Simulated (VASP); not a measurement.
Output of a VASP run:

File OSZICAR:
```
       N       E                     dE             d eps       ncg     rms          rms(c)
DAV:   1     0.716323978087E+02    0.71632E+02   -0.84690E+03  1984   0.132E+03
DAV:   2     0.342231971156E+00   -0.71290E+02   -0.70055E+02  2047   0.400E+02
DAV:   3    -0.427962342810E+01   -0.46219E+01   -0.42661E+01  3261   0.635E+01
DAV:   4    -0.440419629667E+01   -0.12457E+00   -0.12074E+00  3138   0.851E+00
DAV:   5    -0.440559129156E+01   -0.13950E-02   -0.13936E-02  2799   0.770E-01    0.249E+01
DAV:   6    -0.441965310040E+01   -0.14062E-01   -0.25664E-02  3139   0.192E+00    0.148E+01
DAV:   7    -0.443843881795E+01   -0.18786E-01   -0.48511E-02  3061   0.263E+00    0.375E-01
DAV:   8    -0.443838268816E+01    0.56130E-04   -0.27397E-03  2586   0.479E-01    0.723E-02
DAV:   9    -0.443841607411E+01   -0.33386E-04   -0.19886E-04  3227   0.147E-01    0.275E-02
DAV:  10    -0.443841463967E+01    0.14344E-05   -0.26836E-05  2844   0.482E-02    0.401E-02
DAV:  11    -0.443841498367E+01   -0.34400E-06   -0.34647E-06  2576   0.177E-02    0.191E-03
DAV:  12    -0.443841519295E+01   -0.20928E-06   -0.28516E-07  1929   0.571E-03    0.990E-04
DAV:  13    -0.443841518832E+01    0.46307E-08   -0.35359E-08  1503   0.290E-03
   1 F= -.44384152E+01 E0= -.44373496E+01  d E =-.443842E+01
       N       E                     dE             d eps       ncg     rms          rms(c)
DAV:   1    -0.444006815527E+01   -0.16530E-02   -0.51731E-02  2121   0.180E+00    0.167E-01
DAV:   2    -0.443936341938E+01    0.70474E-03   -0.19429E-03  2970   0.587E-01    0.106E-01
DAV:   3    -0.443898661764E+01    0.37680E-03   -0.41079E-04  3046   0.193E-01    0.579E-02
DAV:   4    -0.443898776749E+01   -0.11499E-05   -0.61099E-05  2831   0.643E-02    0.228E-02
DAV:   5    -0.443898715555E+01    0.61194E-06   -0.23334E-06  3230   0.167E-02    0.111E-03
DAV:   6    -0.443898711908E+01    0.36471E-07   -0.18197E-07  1501   0.373E-03
   2 F= -.44389871E+01 E0= -.44380382E+01  d E =-.571931E-03
       N       E                     dE             d eps       ncg     rms          rms(c)
DAV:   1    -0.443993195025E+01   -0.94479E-03   -0.37522E-02  2101   0.153E+00    0.143E-01
DAV:   2    -0.443941632470E+01    0.51563E-03   -0.14103E-03  2934   0.499E-01    0.907E-02
DAV:   3    -0.443914039992E+01    0.27592E-03   -0.30315E-04  3044   0.166E-01    0.495E-02
DAV:   4    -0.443914146386E+01   -0.10639E-05   -0.45046E-05  2832   0.550E-02    0.195E-02
DAV:   5    -0.443914097354E+01    0.49032E-06   -0.16653E-06  3198   0.141E-02    0.939E-04
DAV:   6    -0.443914094168E+01    0.31862E-07   -0.13146E-07  1341   0.325E-03
   3 F= -.44391409E+01 E0= -.44383292E+01  d E =-.725753E-03
```

**OUTCAR**
```
------------------------ aborting loop because EDIFF is reached ----------------------------------------
  FORCE on cell =-STRESS in cart. coord.  units (eV):
  Direction    XX          YY          ZZ          XY          YZ          ZX
  --------------------------------------------------------------------------------------
  Total        0.6271750      0.6271751      0.6265203      0.0000000      0.0000000      0.0000000
  in kB       17.7698084     17.7698093     17.7512588      0.0000000      0.0000000      0.0000000
  external PRESSURE =      17.7636255 kB  Pullay stress =       0.0000000 kB
  volume of cell :       56.55
      direct lattice vectors                 reciprocal lattice vectors
     1.736652040 -3.007969640 -0.000000000     0.287910294 -0.166225082 -0.000000000
     1.736652040  3.007969640  0.000000000     0.287910294  0.166225082  0.000000000
     0.000000000 -0.000000000  5.412530301     0.000000000 -0.000000000  0.184756471
 POSITION                                       TOTAL-FORCE (eV/Angst)
 -----------------------------------------------------------------------------------
      1.73665      1.00266      1.35313        -0.000000      0.000000      0.000000
      1.73665     -1.00266      4.05940         0.000000     -0.000000      0.000000
 -----------------------------------------------------------------------------------
    total drift:                               -0.000000      0.000066     -0.000012
  FREE ENERGIE OF THE ION-ELECTRON SYSTEM (eV)
  ---------------------------------------------------
  free  energy   TOTEN  =        -4.4391409417 eV

  energy  without entropy=       -4.4367055977  energy(sigma->0) =       -4.43832916

 reached required accuracy - stopping structural energy minimisation
```
(Selected blocks of OUTCAR.)

File POSCAR:
```
Tm
1
    1.7423573373    -3.0178515018     0.0000000000
    1.7423573373     3.0178515018     0.0000000000
    0.0000000000     0.0000000000     5.3771420012
Tm
2
Direct
  0.3333330000   0.6666670000   0.2500000000
  0.6666670000   0.3333330000   0.7500000000
```

Task: Reconstruct the remaining input files.

Result: This is not unique; one that fits is the input of the run itself, rev-vdW-DF2, plane waves, VASP's PBE PAW potentials (set 64).

**INCAR**
```
! general
SYSTEM    =  Tm
PREC      =  Accurate
ENCUT     =  520
LREAL     =  .False.
LASPH     =  .True.

! electronic loop
EDIFF     =  1E-7
NELM      =  100
ALGO      =  Normal
LMAXMIX   =  6

! smearing
ISMEAR    =  1
SIGMA     =  0.1

! functional
GGA       =  MK
LUSE_VDW  =  .True.
AGGAC     =  0.0
PARAM1    =  0.1234568
PARAM2    =  0.7114
ZAB_VDW   =  -1.8867

! ions
IBRION    =  2
NSW       =  30
ISIF      =  4
EDIFFG    =  -0.01

! output
LWAVE     =  .False.
LCHARG    =  .False.
```

KPOINTS:
```
K-points
0
G
12 12 7
```

POTCAR, in this order: Tm_3 (PBE.64 set). Program: vasp_std.

The 4f electrons are frozen in the core of the lanthanide potential, so 4f levels, which can set the real gap, and their magnetism are missing.

The compound is Tm in the hcp structure. This cell is one point of a volume scan, at 0.97 of the reference volume. Symmetry was kept, so distortions that lower it aren't found.
